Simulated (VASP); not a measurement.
```
CELL_PARAMETERS angstrom
     -3.11716     3.11716     3.11716
      3.11716    -3.11716     3.11716
      3.11716     3.11716    -3.11716
ATOMIC_POSITIONS crystal
  Cs 0.00000 0.00000 0.00000
```

Method: MS2 meta-GGA, VASP's PBE PAW potentials (set 64) (plane waves; VASP). Numerical set-up: 520 eV cut-off, 8×8×8 Γ-centred mesh, first-order Methfessel-Paxton smearing of 0.10 eV, potentials Cs_sv.

Unless said otherwise, spin-orbit coupling is left out, though it shifts the bands of the heavy elements here.

Q: What does the run give for the energy per atom (σ→0), band gap (on the k-mesh) with the smallest direct gap where there is one?

A: 
| Property | Value |
|---|---|
| band gap (on the k-mesh) | none (metal, semimetal or under 0.01 eV) |
| energy per atom (σ→0) | 435.4 kJ/mol of atoms |

Only differences to runs with the same potentials and settings are physical.

The compound is Cs in the bcc structure. It was relaxed first, which changed the volume by +7 %. The start is the result of an earlier pass.
